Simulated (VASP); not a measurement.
Data:

```
CELL_PARAMETERS angstrom
      1.53571    -2.65992     0.00000
      1.53571     2.65992     0.00000
      0.00000     0.00000     3.22955
ATOMIC_POSITIONS crystal
  Ti 0.00000 0.00000 0.00000
  B  0.33333 0.66667 0.50000
  B  0.66667 0.33333 0.50000
```

Method: r2SCAN meta-GGA, VASP's PBE PAW potentials (set 64) (plane waves; VASP). Numerical set-up: 600 eV cut-off, 10×10×10 Γ-centred mesh, first-order Methfessel-Paxton smearing of 0.10 eV, potentials Ti_sv B.

### Question
Give the stress tensor in GPa (positive for a compressed cell).

### Answer

```
-10.24    0.00    0.00
  0.00  -10.24    0.00
  0.00    0.00   -2.81
```
The pressure is its mean diagonal, -7.77 GPa.

The compound is TiB2 in the AlB2 type structure. This cell was strained or had an atom moved on purpose.
